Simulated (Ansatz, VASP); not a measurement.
# SiC (Moissanite 6O SiC): VASP beside Ansatz, part 2 of 2

Aim: how closely do two programs agree when they are given the same cell, functional and k mesh? The cell is taken from a series of runs on this material, whose earlier steps may have relaxed, scaled, displaced or heated it; both programs get it as it stands.

VASP 6.6.1 and Ansatz 0.2.0.

So far: Starting point; Ansatz: dielectric response, PBE.

## 3. VASP: dielectric response, PBE

Level of this step: PBE; plane waves and PAW (Si, C) (VASP).

The same cell, functional and mesh now go to VASP, with its own data sets.

Lines of VASP's logs that name or quote its potential files are left out, and so is its time.

File INCAR:

```
SYSTEM = SiC
PREC = Accurate
ENCUT = 520
EDIFF = 1E-08
NELM = 120
ISMEAR = 0
SIGMA = 0.01
LREAL = .FALSE.
ALGO = Normal
GGA = PE
NBANDS = 36
LORBIT = 11
LWAVE = .FALSE.
LCHARG = .FALSE.
ISIF = 2
LEPSILON = .TRUE.
LASPH = .TRUE.
GGA_COMPAT = .FALSE.
EFERMI = MIDGAP
KPAR = 2
```

File POSCAR:

```
SiC
1.0
    1.5389000000     -2.6675000000      0.0000000000
    1.5389000000      2.6675000000      0.0000000000
    0.0000000000      0.0000000000     15.1219000000
Si C
6 6
Direct
    0.1643000000      0.8357000000      0.8087600000
    0.8357000000      0.1643000000      0.3087600000
    0.4993000000      0.5007000000      0.9759000000
    0.5007000000      0.4993000000      0.4759000000
    0.8327000000      0.1673000000      0.6420000000
    0.1673000000      0.8327000000      0.1420000000
    0.1710000000      0.8290000000      0.6832000000
    0.8290000000      0.1710000000      0.1832000000
    0.8400000000      0.1600000000      0.5183000000
    0.1600000000      0.8400000000      0.0183000000
    0.5040000000      0.4960000000      0.8497000000
    0.4960000000      0.5040000000      0.3497000000
```

File KPOINTS:

```
Automatic mesh
0
Gamma
8 8 2
0 0 0
```

Potentials, in the order of the species: Si and C (PBE family, release 64).

The run is started by

```
mpirun -np 2 vasp_std
```

Numbers of over 12 decimals in the logs are rounded to 6 here.

What it wrote:

```text
[banner, memory and clock lines left out]
running    2 mpi-ranks, on    1 nodes
 distrk:  each k-point on    1 cores,    2 groups
 distr:  one band on    1 cores,    1 groups

 POSCAR found type information on POSCAR SiC
 POSCAR found :  2 types and      12 ions
 LDA part: xc-table for (Slater+PW92), standard interpolation
 POSCAR, INCAR and KPOINTS ok, starting setup
 FFT: planning ... GRIDC
 FFT: planning ... GRID_SOFT
 FFT: planning ... GRID
 WAVECAR not read
 entering main loop
       N       E                     dE             d eps       ncg     rms          rms(c)
DAV:   1     0.120331293300E+03    0.12033E+03   -0.21688E+04  3024   0.120E+03
DAV:   2    -0.898016396903E+02   -0.21013E+03   -0.19744E+03  3896   0.209E+02
DAV:   3    -0.101261850498E+03   -0.11460E+02   -0.11379E+02  3956   0.463E+01
DAV:   4    -0.101434799137E+03   -0.17295E+00   -0.17261E+00  3928   0.652E+00
DAV:   5    -0.101438486385E+03   -0.36872E-02   -0.36843E-02  3816   0.906E-01    0.216E+01
DAV:   6    -0.905786239050E+02    0.10860E+02   -0.31900E+01  3716   0.209E+01    0.966E+00
DAV:   7    -0.903329520174E+02    0.24567E+00   -0.32624E+00  4004   0.686E+00    0.414E+00
DAV:   8    -0.902879266408E+02    0.45025E-01   -0.20036E-01  3664   0.180E+00    0.129E+00
DAV:   9    -0.902833320923E+02    0.45945E-02   -0.28891E-02  3772   0.787E-01    0.183E-01
DAV:  10    -0.902840237191E+02   -0.69163E-03   -0.23053E-03  3816   0.207E-01    0.955E-02
DAV:  11    -0.902841664137E+02   -0.14269E-03   -0.30409E-04  3548   0.952E-02    0.193E-02
DAV:  12    -0.902841678162E+02   -0.14025E-05   -0.12214E-05  3944   0.159E-02    0.819E-03
DAV:  13    -0.902841692190E+02   -0.14029E-05   -0.15263E-06  3720   0.578E-03    0.295E-03
DAV:  14    -0.902841696560E+02   -0.43698E-06   -0.11674E-07  3800   0.166E-03    0.114E-03
DAV:  15    -0.902841697682E+02   -0.11220E-06   -0.22829E-08  2704   0.780E-04    0.690E-04
DAV:  16    -0.902841697957E+02   -0.27434E-07   -0.96654E-09  2452   0.477E-04    0.230E-04
DAV:  17    -0.902841697777E+02    0.18011E-07   -0.10380E-09  2168   0.180E-04    0.909E-05
DAV:  18    -0.902841697806E+02   -0.29122E-08   -0.22917E-10  2128   0.772E-05
   1 F= -.90284170E+02 E0= -.90284170E+02  d E =0.000000E+00
 Linear response reoptimize wavefunctions to high precision
DAV:   1    -0.902841697824E+02   -0.18272E-08   -0.29932E-11  2156   0.315E-05
DAV:   2    -0.902841697824E+02   -0.44565E-10   -0.46628E-12  2056   0.124E-05
 Linear response G [H, r] |phi>, progress :
  Direction:   1
       N       E                     dE             d eps       ncg     rms
RMM:   1    -0.247397979237E+03   -0.24740E+03   -0.23976E+02  7525   0.726E+01
RMM:   2    -0.175288164426E+03    0.72110E+02   -0.20217E+01  5170   0.203E+01
RMM:   3    -0.175477119036E+03   -0.18895E+00   -0.36182E-01  5399   0.258E+00
RMM:   4    -0.175482192497E+03   -0.50735E-02   -0.11143E-02  5706   0.439E-01
RMM:   5    -0.175482574092E+03   -0.38160E-03   -0.24127E-03  5686   0.898E-02
RMM:   6    -0.175482580128E+03   -0.60359E-05   -0.18011E-03  5809   0.254E-02
RMM:   7    -0.175482589371E+03   -0.92434E-05   -0.18527E-03  5806   0.120E-02
RMM:   8    -0.175482588868E+03    0.50305E-06   -0.18128E-03  5762   0.916E-03
RMM:   9    -0.175482586340E+03    0.25282E-05   -0.26884E-03  5798   0.856E-03
RMM:  10    -0.175482592503E+03   -0.61634E-05   -0.21714E-03  5463   0.839E-03
RMM:  11    -0.175482593998E+03   -0.14949E-05   -0.19874E-03  5295   0.830E-03
RMM:  12    -0.175482566250E+03    0.27748E-04   -0.92882E-04  5347   0.828E-03
 Linear response G [H, r] |phi>, progress :
  Direction:   2
       N       E                     dE             d eps       ncg     rms
RMM:   1    -0.245743192100E+03   -0.24574E+03   -0.20446E+02  7621   0.736E+01
RMM:   2    -0.175182339785E+03    0.70561E+02   -0.20300E+01  5173   0.212E+01
RMM:   3    -0.175452949315E+03   -0.27061E+00   -0.14761E-01  5442   0.272E+00
RMM:   4    -0.175471698715E+03   -0.18749E-01    0.96259E-02  5716   0.467E-01
RMM:   5    -0.175475271846E+03   -0.35731E-02    0.74415E-02  5689   0.949E-02
RMM:   6    -0.175475837432E+03   -0.56559E-03    0.69529E-02  5815   0.267E-02
RMM:   7    -0.175475619901E+03    0.21753E-03    0.71821E-02  5807   0.122E-02
RMM:   8    -0.175475681705E+03   -0.61805E-04    0.71144E-02  5894   0.921E-03
RMM:   9    -0.175477019991E+03   -0.13383E-02    0.57655E-02  5962   0.856E-03
RMM:  10    -0.175475800199E+03    0.12198E-02    0.69883E-02  5558   0.839E-03
RMM:  11    -0.175476795452E+03   -0.99525E-03    0.59819E-02  5328   0.829E-03
RMM:  12    -0.175478925599E+03   -0.21301E-02    0.39511E-02  5380   0.827E-03
 Linear response G [H, r] |phi>, progress :
  Direction:   3
       N       E                     dE             d eps       ncg     rms
RMM:   1    -0.323697959648E+03   -0.32370E+03   -0.57136E+02  8108   0.801E+01
RMM:   2    -0.174908516998E+03    0.14879E+03   -0.32318E+01  5146   0.247E+01
RMM:   3    -0.175085550961E+03   -0.17703E+00   -0.70132E-01  5385   0.320E+00
RMM:   4    -0.175075909187E+03    0.96418E-02   -0.31110E-02  5671   0.526E-01
RMM:   5    -0.175076412479E+03   -0.50329E-03   -0.19356E-02  5693   0.107E-01
RMM:   6    -0.175078077735E+03   -0.16653E-02   -0.35154E-02  5801   0.283E-02
RMM:   7    -0.175078532239E+03   -0.45450E-03   -0.39692E-02  5774   0.118E-02
[...]
Linear response to external field (no local field effect), progress :
  Direction:   2
       N       E                     dE             d eps       ncg     rms          rms(c)
RMM:   1    -0.213533438170E+01   -0.21353E+01   -0.86306E+00  5974   0.424E+00
RMM:   2    -0.219256262364E+01   -0.57228E-01   -0.26906E-02  5248   0.649E-01
RMM:   3    -0.219309950442E+01   -0.53688E-03   -0.69780E-04  5357   0.742E-02
RMM:   4    -0.219311875303E+01   -0.19249E-04   -0.27279E-05  5444   0.136E-02
RMM:   5    -0.219311957600E+01   -0.82296E-06   -0.35668E-06  5474   0.287E-03
RMM:   6    -0.219311963293E+01   -0.56934E-07   -0.25470E-06  5167   0.115E-03
RMM:   7    -0.219311963802E+01   -0.50865E-08   -0.25104E-06  4285   0.837E-04
RMM:   8    -0.219311963165E+01    0.63669E-08   -0.25560E-06  4004   0.789E-04
RMM:   9    -0.219311963727E+01   -0.56177E-08   -0.46848E-06  3866   0.784E-04
RMM:  10    -0.219311963878E+01   -0.15176E-08   -0.40827E-06  3900   0.783E-04
 change of polarisation eV/A/(eV/A) component  2 :     1.065     4.386     0.000
 dielectric tensor                  component  2 :     1.553     7.393     0.000
 Linear response to external field (no local field effect), progress :
  Direction:   3
       N       E                     dE             d eps       ncg     rms          rms(c)
RMM:   1    -0.215397725142E+01   -0.21540E+01   -0.87949E+00  6009   0.420E+00
RMM:   2    -0.222359798426E+01   -0.69621E-01   -0.28235E-02  5214   0.644E-01
RMM:   3    -0.222418110407E+01   -0.58312E-03   -0.76514E-04  5350   0.737E-02
RMM:   4    -0.222420249578E+01   -0.21392E-04   -0.28629E-05  5485   0.135E-02
RMM:   5    -0.222420331866E+01   -0.82288E-06   -0.31741E-06  5456   0.273E-03
RMM:   6    -0.222420337551E+01   -0.56844E-07   -0.21467E-06  5119   0.101E-03
RMM:   7    -0.222420337819E+01   -0.26858E-08   -0.20911E-06  4218   0.687E-04
RMM:   8    -0.222420337974E+01   -0.15511E-08   -0.20737E-06  3991   0.639E-04
RMM:   9    -0.222420337911E+01    0.63377E-09   -0.26099E-06  3825   0.632E-04
RMM:  10    -0.222420339301E+01   -0.13899E-07   -0.11879E-06  3860   0.633E-04
 change of polarisation eV/A/(eV/A) component  3 :    -0.000    -0.000     4.448
 dielectric tensor                  component  3 :    -0.000    -0.000     7.484
 Linear response to external field, progress :
  Direction:   1
       N       E                     dE             d eps       ncg     rms          rms(c)
RMM:   1    -0.210609659778E+01   -0.21061E+01   -0.84397E+00  5873   0.427E+00
RMM:   2    -0.216178215007E+01   -0.55686E-01   -0.26083E-02  5215   0.651E-01    0.212E+00
RMM:   3    -0.212417566012E+01    0.37606E-01   -0.46051E-02  5277   0.792E-01    0.125E+00
RMM:   4    -0.221631836741E+01   -0.92143E-01   -0.61171E-02  5334   0.935E-01    0.199E-01
RMM:   5    -0.223020270144E+01   -0.13884E-01   -0.21617E-03  5356   0.206E-01    0.248E-02
RMM:   6    -0.223221760763E+01   -0.20149E-02   -0.41266E-05  5583   0.276E-02    0.112E-02
RMM:   7    -0.223308685814E+01   -0.86925E-03   -0.66230E-06  5466   0.113E-02    0.151E-03
RMM:   8    -0.223314691807E+01   -0.60060E-04   -0.23094E-06  5638   0.250E-03    0.569E-04
RMM:   9    -0.223314618864E+01    0.72943E-06   -0.20777E-06  5594   0.149E-03    0.104E-04
RMM:  10    -0.223314800687E+01   -0.18182E-05   -0.20920E-06  5375   0.849E-04    0.443E-05
RMM:  11    -0.223314806809E+01   -0.61221E-07   -0.30244E-06  4794   0.768E-04    0.100E-05
RMM:  12    -0.223314795732E+01    0.11077E-06   -0.25911E-06  3927   0.745E-04    0.386E-06
 change of polarisation eV/A/(eV/A) component  1 :     4.162     1.061     0.000
 dielectric tensor                  component  1 :     7.066     1.547     0.000
 Linear response to external field, progress :
  Direction:   2
       N       E                     dE             d eps       ncg     rms          rms(c)
RMM:   1    -0.213533438170E+01   -0.21353E+01   -0.86306E+00  5974   0.424E+00
RMM:   2    -0.219256177035E+01   -0.57227E-01   -0.26898E-02  5245   0.649E-01    0.214E+00
RMM:   3    -0.215539166212E+01    0.37170E-01   -0.46895E-02  5313   0.798E-01    0.127E+00
RMM:   4    -0.225010395143E+01   -0.94712E-01   -0.60231E-02  5339   0.928E-01    0.203E-01
RMM:   5    -0.226460550211E+01   -0.14502E-01   -0.19820E-03  5379   0.196E-01    0.343E-02
RMM:   6    -0.226704846459E+01   -0.24430E-02   -0.54971E-05  5551   0.323E-02    0.119E-02
RMM:   7    -0.226774012016E+01   -0.69166E-03   -0.74862E-06  5516   0.980E-03    0.355E-03
RMM:   8    -0.226815181244E+01   -0.41169E-03   -0.50446E-06  5613   0.478E-03    0.417E-04
RMM:   9    -0.226815850773E+01   -0.66953E-05   -0.37183E-06  5636   0.122E-03    0.216E-04
RMM:  10    -0.226816611102E+01   -0.76033E-05   -0.44184E-06  5608   0.886E-04    0.525E-05
RMM:  11    -0.226816646858E+01   -0.35756E-06   -0.49138E-06  5118   0.761E-04    0.152E-05
RMM:  12    -0.226816666458E+01   -0.19600E-06   -0.53710E-06  4075   0.725E-04    0.494E-06
 change of polarisation eV/A/(eV/A) component  2 :     1.060     4.223     0.000
 dielectric tensor                  component  2 :     1.545     7.155     0.000
 Linear response to external field, progress :
  Direction:   3
       N       E                     dE             d eps       ncg     rms          rms(c)
RMM:   1    -0.215397725142E+01   -0.21540E+01   -0.87949E+00  6009   0.420E+00
RMM:   2    -0.222359796197E+01   -0.69621E-01   -0.28235E-02  5219   0.644E-01    0.213E+00
RMM:   3    -0.218721107151E+01    0.36387E-01   -0.44906E-02  5266   0.787E-01    0.127E+00
RMM:   4    -0.228077381714E+01   -0.93563E-01   -0.57600E-02  5351   0.916E-01    0.200E-01
RMM:   5    -0.229488242117E+01   -0.14109E-01   -0.18316E-03  5378   0.190E-01    0.397E-02
RMM:   6    -0.229757823114E+01   -0.26958E-02   -0.71844E-05  5563   0.358E-02    0.122E-02
RMM:   7    -0.229820337842E+01   -0.62515E-03   -0.82174E-06  5552   0.914E-03    0.465E-03
RMM:   8    -0.229869240375E+01   -0.48903E-03   -0.72294E-06  5559   0.553E-03    0.564E-04
RMM:   9    -0.229870844818E+01   -0.16044E-04   -0.62959E-06  5620   0.125E-03    0.279E-04
RMM:  10    -0.229871725802E+01   -0.88098E-05   -0.69596E-06  5667   0.858E-04    0.616E-05
RMM:  11    -0.229871704103E+01    0.21698E-06   -0.75445E-06  5150   0.644E-04    0.177E-05
RMM:  12    -0.229871714046E+01   -0.99425E-07   -0.66040E-06  4089   0.606E-04    0.650E-06
 change of polarisation eV/A/(eV/A) component  3 :    -0.000    -0.000     4.288
 dielectric tensor                  component  3 :    -0.000    -0.000     7.250
 Born effective charges drift removed
```

From OUTCAR (step 3):

```text
ion  position               nearest neighbor table
   1  0.164  0.836  0.809-  11 1.87  11 1.87   7 1.90  11 1.92   5 3.08   3 3.09   3 3.09   5 3.09
                             5 3.09   3 3.10
   2  0.836  0.164  0.309-  12 1.87  12 1.87   8 1.90  12 1.92   6 3.08   4 3.09   4 3.09   6 3.09
                             6 3.09   4 3.10
   3  0.499  0.501  0.976-  10 1.87  10 1.87  11 1.91  10 1.92   6 3.07   6 3.08   6 3.08   1 3.09
                             1 3.09   1 3.10
   4  0.501  0.499  0.476-   9 1.87   9 1.87  12 1.91   9 1.92   5 3.07   5 3.08   5 3.08   2 3.09
                             2 3.09   2 3.10
   5  0.833  0.167  0.642-   7 1.87   7 1.87   9 1.87   7 1.91   4 3.07   4 3.08   4 3.08   1 3.08
                             1 3.09   1 3.09
   6  0.167  0.833  0.142-   8 1.87   8 1.87  10 1.87   8 1.91   3 3.07   3 3.08   3 3.08   2 3.08
                             2 3.09   2 3.09
   7  0.171  0.829  0.683-   5 1.87   5 1.87   1 1.90   5 1.91
   8  0.829  0.171  0.183-   6 1.87   6 1.87   2 1.90   6 1.91
   9  0.840  0.160  0.518-   5 1.87   4 1.87   4 1.87   4 1.92
  10  0.160  0.840  0.018-   6 1.87   3 1.87   3 1.87   3 1.92
  11  0.504  0.496  0.850-   1 1.87   1 1.87   3 1.91   1 1.92
  12  0.496  0.504  0.350-   2 1.87   2 1.87   4 1.91   2 1.92

  LATTYP: Found a base centered orthorhombic cell.
 ALAT       =     3.0778000000
 B/A-ratio  =     1.7333809864
 C/A-ratio  =     4.9132172331

 Subroutine GETGRP returns: Found  4 space group operations
 (whereof  2 operations were pure point group operations)

The static configuration has the point symmetry C_1h.
 The point group associated with its full space group is C_2v.

 Found     42 irreducible k-points:

   k-points           NKPTS =     42   k-points in BZ     NKDIM =     42   number of bands    NBANDS=     36

   dimension x,y,z NGX =    24 NGY =   24 NGZ =  112
   dimension x,y,z NGXF=    48 NGYF=   48 NGZF=  224

   ENCUT  =  520.0 eV  38.22 Ry    6.18 a.u.   5.73  5.73 28.12*2*pi/ulx,y,z

   NELECT =      48.0000    total number of electrons

 k-points in reciprocal lattice and weights: Automatic mesh
   0.00000000  0.00000000  0.00000000       0.008
   0.12500000  0.00000000  0.00000000       0.031
   0.25000000  0.00000000  0.00000000       0.031
   0.37500000  0.00000000  0.00000000       0.031
   0.50000000  0.00000000  0.00000000       0.016
   0.12500000  0.12500000  0.00000000       0.016
   0.25000000  0.12500000  0.00000000       0.031
   0.37500000  0.12500000  0.00000000       0.031
   0.50000000  0.12500000  0.00000000       0.031
[...]
-0.37500000  0.37500000  0.50000000       0.016
   0.50000000  0.50000000  0.50000000       0.008

 average (electrostatic) potential at core
       1 -80.3571       2 -80.3571       3 -80.4609       4 -80.4609       5 -80.3138
       6 -80.3138       7 -44.7289       8 -44.7289       9 -44.8410      10 -44.8410
      11 -44.7808      12 -44.7808

  Total        4.2506901      1.2588246      2.1983266      0.0000000      0.0000000      0.0000000
  in kB       54.8553312     16.2451828     28.3694956      0.0000000      0.0000000      0.0000000
  external PRESSURE =      33.1566699 kB  Pullay stress =       0.0000000 kB

  energy-cutoff  :      520.00
  volume of cell :      124.15
      direct lattice vectors                 reciprocal lattice vectors
     1.538900000 -2.667500000  0.000000000     0.324907401 -0.187441425  0.000000000
     1.538900000  2.667500000  0.000000000     0.324907401  0.187441425  0.000000000
     0.000000000  0.000000000 15.121900000     0.000000000  0.000000000  0.066129256

 POSITION                                       TOTAL-FORCE (eV/Angst)
 -----------------------------------------------------------------------------------
      1.53890      1.79096     12.22999         0.000000     -0.652250     -0.217610
      1.53890     -1.79096      4.66904         0.000000      0.652250     -0.217610
      1.53890      0.00373     14.75746         0.000000      0.446801     -0.106005
      1.53890     -0.00373      7.19651         0.000000     -0.446801     -0.106005
      1.53890     -1.77495      9.70826         0.000000     -0.511490      0.223280
      1.53890      1.77495      2.14731         0.000000      0.511490      0.223280
      1.53890      1.75522     10.33128         0.000000      0.522606      0.217375
      1.53890     -1.75522      2.77033         0.000000     -0.522606      0.217375
      1.53890     -1.81390      7.83768         0.000000      0.597494     -0.413173
      1.53890      1.81390      0.27673         0.000000     -0.597494     -0.413173
      1.53890     -0.02134     12.84908         0.000000      0.611785      0.296132
      1.53890      0.02134      5.28813         0.000000     -0.611785      0.296132
 -----------------------------------------------------------------------------------
    total drift:                                0.000000     -0.000000     -0.000062

 MACROSCOPIC STATIC DIELECTRIC TENSOR (including local field effects in DFT)
 ------------------------------------------------------
           7.066104     0.000000     0.000000
           0.000000     7.155191     0.000000
           0.000000     0.000000     7.249928
 ------------------------------------------------------

 PIEZOELECTRIC TENSOR (including local field effects)  for field in x, y, z        (C/m^2)
          XX          YY          ZZ          XY          YZ          ZX
  --------------------------------------------------------------------------------
  x     0.00000     0.00000     0.00000     0.00000     0.00000    -0.58844
  y     0.00000     0.00000     0.00000     0.00000    -0.57396     0.00000
  z    -0.55012    -0.52817     1.03427     0.00000     0.00000     0.00000

 BORN EFFECTIVE CHARGES (including local field effects) (in |e|, cummulative output)
 ---------------------------------------------------------------------------------
 ion    1
    1     2.68450     0.00000     0.00000
    2     0.00000     2.69349     0.00109
    3     0.00000    -0.00477     2.84940
 ion    2
    1     2.68450     0.00000     0.00000
    2     0.00000     2.69349    -0.00109
    3     0.00000     0.00477     2.84940
 ion    3
    1     2.66758     0.00000     0.00000
    2     0.00000     2.67549    -0.01819
    3     0.00000     0.01895     2.57911
 ion    4
    1     2.66758     0.00000     0.00000
    2     0.00000     2.67549     0.01819
    3     0.00000    -0.01895     2.57911
 ion    5
    1     2.70631     0.00000     0.00000
    2     0.00000     2.71139     0.01240
    3     0.00000     0.01020     2.79765
 ion    6
    1     2.70631     0.00000     0.00000
    2     0.00000     2.71139    -0.01240
    3     0.00000    -0.01020     2.79765
 ion    7
    1    -2.69211     0.00000     0.00000
    2     0.00000    -2.69680    -0.01148
    3     0.00000    -0.00533    -2.73043
 ion    8
    1    -2.69211     0.00000     0.00000
    2     0.00000    -2.69680     0.01148
    3     0.00000     0.00533    -2.73043
 ion    9
    1    -2.67198     0.00000     0.00000
    2     0.00000    -2.66817    -0.01089
    3     0.00000    -0.01287    -2.82737
 ion   10
    1    -2.67198     0.00000     0.00000
    2     0.00000    -2.66817     0.01089
    3     0.00000     0.01287    -2.82737
 ion   11
    1    -2.69431     0.00000     0.00000
    2     0.00000    -2.71540    -0.00910
    3     0.00000     0.00395    -2.66836
 ion   12
    1    -2.69431     0.00000     0.00000
    2     0.00000    -2.71540     0.00910
    3     0.00000    -0.00395    -2.66836
```

## 4. Comparison

Known differences besides the potentials themselves: fixed occupations in Ansatz, narrow Gaussian smearing in VASP; VASP's response is taken on the typed mesh, Ansatz refines its own for the field response alone; the cutoff is 420 eV in Ansatz and 520 eV in VASP. Total energies have different zeros and are not compared.

The two programs side by side:

| quantity | Ansatz | VASP | difference |
| --- | --- | --- | --- |
| ε∞ xx | 6.96 | 7.07 | -1.46 % |
| ε∞ yy | 7.04 | 7.16 | -1.68 % |
| ε∞ zz | 7.25 | 7.25 | -0.01 % |

## 5. Summary of results

| Property | Result |
| --- | --- |
| difference in ε∞ yy (dielectric response, PBE) | -1.7 % |

**Reading.** The difference in ε∞ yy is -1.7 % (dielectric response, PBE), within the 5 % picked in this series as the mark of a large difference. How closely two codes agree says nothing of how well the functional describes the real material.

[Lines on the potential files, build, host, timing and source positions are cut from VASP's logs without a mark.]

[Logs are printed without paths, hosts, clocks, repeated set-up lines and the standing remarks that a program may print on its own settings, such as how far it seeks lower states.]

[Hosts, paths, dates, database ids (printed as entryN), source tags and the programs' standing remarks are cut or masked in the printed files.]
